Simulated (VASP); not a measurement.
Write the native input for VASP 6.6.1 that does the following.

* Task: relaxation of cell and atoms
* Functional: PBE
* Potentials or basis: VASP PAW PBE potentials, release 64 (Mn_pv, S)
* Cutoff: 700 eV
* k mesh: 14 × 14 × 14
* Occupations: gaussian, width 0.1 eV
* Spin: collinear spin, ferromagnetic start
* Starting moments: [5.0, 0.0] μB
* Target pressure: 0.0001 GPa
* Further INCAR settings: ALGO = Normal; EDIFF = 1e-07; IBRION = 2; EDIFFG = -0.002; NSW = 80; ISIF = 3
* Target pressure: 0.0001 GPa

The structure of MnS lies in POSCAR:

```
MnS                                     
1.0
    0.0000000000      2.4902758177      2.4902758177
    2.4902758177      0.0000000000      2.4902758177
    2.4902758177      2.4902758177      0.0000000000
  Mn              S             
     1     1
Direct
     0.0000000000000000    0.0000000000000000    0.0000000000000000
     0.5000000000000000    0.5000000000000000    0.5000000000000000
```

These files were run (other wordings do the same):

INCAR

```
ALGO = Normal ; EDIFF = 1E-7
EDIFFG = -0.002 ; ENCUT = 700
GGA = PE ; IBRION = 2
ISIF = 3 ; ISMEAR = 0
ISPIN = 2 ; LASPH = T
LCHARG = F ; LMAXMIX = 4
LORBIT = 11 ; LREAL = F
LWAVE = F ; MAGMOM = 5 0
NELM = 100 ; NSW = 80
PREC = Accurate ; PSTRESS = 0.001
SIGMA = 0.1
```

KPOINTS

```
k-points
0
Gamma
  14 14 14
```

Potentials or basis: VASP PAW PBE potentials, release 64 (Mn_pv, S).

The run is started by

```sh
$ cat potpaw_PBE.64/Mn_pv/POTCAR potpaw_PBE.64/S/POTCAR > POTCAR
$ mpirun -np 1 vasp_std > vasp.out
```

Results of the run:

The relaxed volume is 16.53 Å³/atom. The relaxed cell is a = 3.602 Å, b = 3.602 Å, c = 3.602 Å, α = 60.00°, β = 60.00°, γ = 60.00°. The space group after relaxing (to 0.05 Å) is Fm-3m (No. 225). The energy change on relaxing (the enthalpy is what falls) is -16.5 meV/atom, the ionic steps are 5 and the pressure after relaxing is 0.0 GPa. The band gap on the k mesh is none (metal or under the smearing width), the net moment is 4.49 μB per cell and the site moments are Mn +4.09; S +0.08 μB. The valence electrons inside the program's atomic spheres are Mn 11.37; S 3.74.

Caveat: the cell is relaxed towards a set pressure, so the enthalpy falls and the energy may rise; a cell with one magnetic atom can't hold antiferromagnetic order, which such compounds often take; semilocal functionals often make such compounds metallic where correlation or magnetic order opens a gap, which also shifts bond lengths.

Run time: 3.8 min on 1 thread of Intel(R) Xeon(R) Platinum 8488C (Sapphire Rapids), on a shared host, peak memory 0.28 GiB.
